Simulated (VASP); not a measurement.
OSZICAR of a VASP run on CdS (relaxed from the wurtzite structure, space group P6_3mc):

OSZICAR:
```
...
DAV:   2    -0.118669470851E+02    0.32704E-02   -0.94225E-03  1278   0.892E-01    0.213E-01
DAV:   3    -0.118658696804E+02    0.10774E-02   -0.21325E-03  1200   0.355E-01    0.951E-02
DAV:   4    -0.118657515478E+02    0.11813E-03   -0.27059E-04  1254   0.144E-01    0.521E-02
DAV:   5    -0.118657382663E+02    0.13282E-04   -0.21623E-05  1208   0.443E-02    0.181E-02
DAV:   6    -0.118657384673E+02   -0.20110E-06   -0.43663E-06  1138   0.211E-02
  20 F= 0.23099997E+01 E0= 0.23099997E+01  d E =-.149677E-02
       N       E                     dE             d eps       ncg     rms          rms(c)
DAV:   1    -0.118708214729E+02   -0.50832E-02   -0.24085E+00  1056   0.109E+01    0.756E-01
DAV:   2    -0.118577476654E+02    0.13074E-01   -0.37845E-02  1290   0.178E+00    0.426E-01
DAV:   3    -0.118534866497E+02    0.42610E-02   -0.85344E-03  1194   0.713E-01    0.191E-01
DAV:   4    -0.118530239178E+02    0.46273E-03   -0.10614E-03  1272   0.286E-01    0.105E-01
DAV:   5    -0.118529670441E+02    0.56874E-04   -0.88901E-05  1194   0.901E-02    0.378E-02
DAV:   6    -0.118529670845E+02   -0.40389E-07   -0.18806E-05  1254   0.433E-02    0.109E-02
DAV:   7    -0.118529672163E+02   -0.13185E-06   -0.91668E-07   610   0.698E-03
  21 F= 0.23097150E+01 E0= 0.23097150E+01  d E =-.178142E-02
       N       E                     dE             d eps       ncg     rms          rms(c)
DAV:   1    -0.118495065411E+02    0.34605E-02   -0.13980E-02  1062   0.922E-01    0.111E-01
DAV:   2    -0.118493032754E+02    0.20327E-03   -0.45390E-04  1266   0.245E-01    0.464E-02
DAV:   3    -0.118492528551E+02    0.50420E-04   -0.99431E-05  1140   0.768E-02    0.282E-02
DAV:   4    -0.118492440873E+02    0.87678E-05   -0.17355E-05  1278   0.377E-02    0.866E-03
DAV:   5    -0.118492434787E+02    0.60853E-06   -0.27461E-06   832   0.202E-02
  22 F= 0.23086214E+01 E0= 0.23086214E+01  d E =-.109366E-02
       N       E                     dE             d eps       ncg     rms          rms(c)
DAV:   1    -0.118401644323E+02    0.90797E-02   -0.12569E-01  1062   0.277E+00    0.334E-01
DAV:   2    -0.118383510927E+02    0.18133E-02   -0.40787E-03  1266   0.731E-01    0.138E-01
DAV:   3    -0.118378987743E+02    0.45232E-03   -0.89736E-04  1140   0.231E-01    0.841E-02
DAV:   4    -0.118378152513E+02    0.83523E-04   -0.15526E-04  1278   0.113E-01    0.263E-02
DAV:   5    -0.118378086529E+02    0.65984E-05   -0.25801E-05  1214   0.608E-02    0.144E-02
DAV:   6    -0.118378089686E+02   -0.31571E-06   -0.44693E-06  1056   0.247E-02
  23 F= 0.23055400E+01 E0= 0.23055400E+01  d E =-.417504E-02
       N       E                     dE             d eps       ncg     rms          rms(c)
DAV:   1    -0.118231921172E+02    0.14617E-01   -0.50249E-01  1062   0.553E+00    0.667E-01
DAV:   2    -0.118159030325E+02    0.72891E-02   -0.16395E-02  1266   0.146E+00    0.276E-01
DAV:   3    -0.118140908920E+02    0.18121E-02   -0.36211E-03  1140   0.464E-01    0.168E-01
DAV:   4    -0.118137549656E+02    0.33593E-03   -0.61810E-04  1278   0.226E-01    0.529E-02
DAV:   5    -0.118137269132E+02    0.28052E-04   -0.10465E-04  1214   0.123E-01    0.292E-02
DAV:   6    -0.118137273713E+02   -0.45808E-06   -0.18223E-05  1194   0.498E-02    0.103E-02
DAV:   7    -0.118137273823E+02   -0.10977E-07   -0.73984E-07   600   0.970E-03
  24 F= 0.23003043E+01 E0= 0.23003043E+01  d E =-.941071E-02
       N       E                     dE             d eps       ncg     rms          rms(c)
DAV:   1    -0.117989287097E+02    0.14799E-01   -0.20078E+00  1062   0.110E+01    0.133E+00
DAV:   2    -0.117695832341E+02    0.29345E-01   -0.65892E-02  1272   0.292E+00    0.552E-01
DAV:   3    -0.117623496281E+02    0.72336E-02   -0.14613E-02  1140   0.936E-01    0.334E-01
DAV:   4    -0.117610292841E+02    0.13203E-02   -0.24332E-03  1284   0.451E-01    0.107E-01
DAV:   5    -0.117609122698E+02    0.11701E-03   -0.42214E-04  1218   0.248E-01    0.594E-02
DAV:   6    -0.117609122227E+02    0.47180E-07   -0.74510E-05  1194   0.101E-01    0.206E-02
DAV:   7    -0.117609120615E+02    0.16117E-06   -0.35186E-06  1130   0.204E-02
  25 F= 0.22933527E+01 E0= 0.22933527E+01  d E =-.163623E-01
       N       E                     dE             d eps       ncg     rms          rms(c)
DAV:   1    -0.117898805347E+02   -0.28968E-01   -0.80190E+00  1062   0.220E+01    0.265E+00
DAV:   2    -0.116709590703E+02    0.11892E+00   -0.26783E-01  1272   0.580E+00    0.110E+00
DAV:   3    -0.116421827322E+02    0.28776E-01   -0.59221E-02  1146   0.189E+00    0.660E-01
DAV:   4    -0.116371349821E+02    0.50478E-02   -0.94584E-03  1272   0.893E-01    0.220E-01
DAV:   5    -0.116366557387E+02    0.47924E-03   -0.16572E-03  1218   0.493E-01    0.121E-01
DAV:   6    -0.116366507435E+02    0.49951E-05   -0.30268E-04  1176   0.205E-01    0.393E-02
DAV:   7    -0.116366497151E+02    0.10284E-05   -0.14148E-05  1254   0.404E-02    0.143E-02
DAV:   8    -0.116366499894E+02   -0.27431E-06   -0.18485E-06   648   0.131E-02
  26 F= 0.22936273E+01 E0= 0.22936273E+01  d E =-.160877E-01
       N       E                     dE             d eps       ncg     rms          rms(c)
DAV:   1    -0.117456275691E+02   -0.10898E+00   -0.21713E+00  1062   0.116E+01    0.142E+00
DAV:   2    -0.117135832349E+02    0.32044E-01   -0.73317E-02  1278   0.320E+00    0.578E-01
DAV:   3    -0.117059935717E+02    0.75897E-02   -0.14912E-02  1152   0.945E-01    0.361E-01
DAV:   4    -0.117044100816E+02    0.15835E-02   -0.26214E-03  1266   0.463E-01    0.107E-01
DAV:   5    -0.117042849360E+02    0.12515E-03   -0.43798E-04  1220   0.250E-01    0.568E-02
DAV:   6    -0.117042828061E+02    0.21299E-05   -0.82062E-05  1158   0.106E-01    0.185E-02
DAV:   7    -0.117042826665E+02    0.13963E-06   -0.19565E-06   894   0.132E-02
  27 F= 0.22911472E+01 E0= 0.22911472E+01  d E =-.185678E-01
       N       E                     dE             d eps       ncg     rms          rms(c)
DAV:   1    -0.116923376180E+02    0.11945E-01   -0.10434E-02  1170   0.108E+00    0.131E-01
DAV:   2    -0.116920666268E+02    0.27099E-03   -0.86183E-04  1218   0.416E-01    0.659E-02
DAV:   3    -0.116920368971E+02    0.29730E-04   -0.79932E-05  1306   0.839E-02    0.511E-02
DAV:   4    -0.116920315488E+02    0.53483E-05   -0.12184E-05  1122   0.341E-02    0.801E-03
DAV:   5    -0.116920310424E+02    0.50636E-06   -0.46636E-06  1086   0.314E-02
  28 F= 0.22907933E+01 E0= 0.22907933E+01  d E =-.353918E-03
       N       E                     dE             d eps       ncg     rms          rms(c)
DAV:   1    -0.116735091294E+02    0.18522E-01   -0.25291E-02  1170   0.168E+00    0.205E-01
DAV:   2    -0.116728535476E+02    0.65558E-03   -0.20966E-03  1224   0.650E-01    0.103E-01
DAV:   3    -0.116727808713E+02    0.72676E-04   -0.19382E-04  1300   0.131E-01    0.797E-02
DAV:   4    -0.116727656695E+02    0.15202E-04   -0.29647E-05  1128   0.533E-02    0.125E-02
DAV:   5    -0.116727640186E+02    0.16509E-05   -0.11365E-05  1248   0.491E-02    0.752E-03
DAV:   6    -0.116727645188E+02   -0.50022E-06   -0.14358E-06   588   0.102E-02
  29 F= 0.22904346E+01 E0= 0.22904346E+01  d E =-.712656E-03
       N       E                     dE             d eps       ncg     rms          rms(c)
DAV:   1    -0.116365475009E+02    0.36217E-01   -0.10112E-01  1164   0.336E+00    0.411E-01
DAV:   2    -0.116339236591E+02    0.26238E-02   -0.84559E-03  1224   0.131E+00    0.206E-01
DAV:   3    -0.116336293673E+02    0.29429E-03   -0.78181E-04  1282   0.263E-01    0.159E-01
DAV:   4    -0.116335598608E+02    0.69507E-04   -0.11954E-04  1146   0.108E-01    0.249E-02
DAV:   5    -0.116335515898E+02    0.82710E-05   -0.45473E-05  1254   0.985E-02    0.152E-02
DAV:   6    -0.116335528223E+02   -0.12325E-05   -0.62250E-06  1104   0.203E-02    0.485E-03
DAV:   7    -0.116335527955E+02    0.26845E-07   -0.23179E-07   570   0.493E-03
  30 F= 0.22904286E+01 E0= 0.22904286E+01  d E =-.718636E-03
       N       E                     dE             d eps       ncg     rms          rms(c)
DAV:   1    -0.116544181610E+02   -0.20865E-01   -0.26289E-02  1164   0.171E+00    0.211E-01
DAV:   2    -0.116537406332E+02    0.67753E-03   -0.21916E-03  1224   0.666E-01    0.106E-01
DAV:   3    -0.116536612918E+02    0.79341E-04   -0.20159E-04  1282   0.134E-01    0.821E-02
DAV:   4    -0.116536358965E+02    0.25395E-04   -0.30870E-05  1146   0.540E-02    0.128E-02
DAV:   5    -0.116536324745E+02    0.34220E-05   -0.11900E-05  1242   0.502E-02    0.755E-03
DAV:   6    -0.116536321524E+02    0.32213E-06   -0.15098E-06   582   0.105E-02
  31 F= 0.22903128E+01 E0= 0.22903128E+01  d E =-.834446E-03
       N       E                     dE             d eps       ncg     rms          rms(c)
DAV:   1    -0.116533549698E+02    0.27750E-03   -0.17395E-03  1056   0.284E-01    0.262E-02
DAV:   2    -0.116533558478E+02   -0.87798E-06   -0.32093E-05  1230   0.444E-02    0.931E-03
DAV:   3    -0.116533552826E+02    0.56515E-06   -0.76666E-07   660   0.722E-03
  32 F= 0.22902771E+01 E0= 0.22902771E+01  d E =-.356482E-04
       N       E                     dE             d eps       ncg     rms          rms(c)
DAV:   1    -0.116528193417E+02    0.53651E-03   -0.54973E-03  1062   0.505E-01    0.462E-02
DAV:   2    -0.116528217838E+02   -0.24421E-05   -0.96762E-05  1260   0.766E-02    0.162E-02
DAV:   3    -0.116528199823E+02    0.18015E-05   -0.24753E-06   828   0.128E-02    0.947E-03
DAV:   4    -0.116528195404E+02    0.44189E-06   -0.21189E-06   772   0.109E-02
  33 F= 0.22902553E+01 E0= 0.22902553E+01  d E =-.574809E-04
```

Which electronic solver shows in the log?

It is blocked Davidson (ALGO = Normal, or the opening steps of other solvers). The INCAR had ALGO = Normal.

Can the final energy be trusted as converged?

The run converged. It stopped with EDIFF = 1E-6, NELM = 100, NSW = 40 and EDIFFG = -0.02 after 33 ionic steps (PBEsol GGA, plane waves, VASP's PBE PAW potentials (set 64)). Energy and stress use the plane-wave basis of the starting cell.

The structure was generated: CdS was put into the wurtzite type (P6_3mc), which need not be its known phase. This run relaxes it under an external pressure of 30 GPa. Symmetry was kept, so distortions that lower it aren't found.
